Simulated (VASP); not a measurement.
All values below come from rev-vdW-DF2, VASP's PBE PAW potentials (set 64) (plane waves; VASP 6.6.1).

A VASP calculation is set up with these files.

File POSCAR:
```
SiC
1
    0.0000000000     2.1861760821     2.1861760821
    2.1861760821    -0.0000000000     2.1861760821
    2.1861760821     2.1861760821    -0.0000000000
Si C
1 1
Direct
  0.0000000000   0.0000000000   0.0000000000
  0.2500000000   0.2500000000   0.2500000000
```

**INCAR**
```
SYSTEM = SiC
PREC = Accurate
ENCUT = 520
EDIFF = 1E-7
NELM = 100
ALGO = Normal
LREAL = .FALSE.
LASPH = .TRUE.
ISMEAR = -5
GGA = MK
PARAM1 = 0.1234568
PARAM2 = 0.7114
ZAB_VDW = -1.8867
LUSE_VDW = .TRUE.
AGGAC = 0.0
LWAVE = .FALSE.
LCHARG = .TRUE.
LORBIT = 11
NEDOS = 601
ISIF = 2
```

KPOINTS:
```
Regular mesh
0
G
  12 12 12
```

POTCAR, in this order: Si C (PBE.64 set). Program: vasp_std.

What will the output report for the number of irreducible k-points (NKPTS), largest plane-wave count, number of space-group operations, FFT grid (NGX, NGY, NGZ)?

| Quantity | Result |
|---|---|
| number of irreducible k-points (NKPTS) | 72 |
| largest plane-wave count | 588 |
| number of space-group operations | 24 |
| FFT grid (NGX, NGY, NGZ) | 24 × 24 × 24 |

The compound is SiC in the zinc blende structure. It was relaxed first.
